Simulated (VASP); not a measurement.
Energy against volume of InAs (zinc blende). Computed with PBE GGA with D4 dispersion, VASP's PBE PAW potentials (set 64) (plane waves; VASP). Numerical set-up: 520 eV cut-off, 10×10×10 Γ-centred mesh, first-order Methfessel-Paxton smearing of 0.10 eV, potentials In_d As.

| V (Å³/atom) | E (eV/atom) |
|---|---|
| 26.820 | -4.16804 |
| 27.676 | -4.18306 |
| 28.532 | -4.18768 |
| 29.388 | -4.18359 |

Question: Fit these four points and predict the energy of the run at 30.243 Å³/atom.

Answer: A cubic in V^(−2/3), the third-order Birch-Murnaghan form, passes through the four points with V0 = 28.53 Å³/atom and B0 = 54 GPa, and gives -4.1722 eV/atom there. The run gave -4.1721 eV/atom, +0.1 meV/atom from the fit; all five points give B0 = 54 GPa.

The compound is InAs in the zinc blende structure. It was relaxed first.
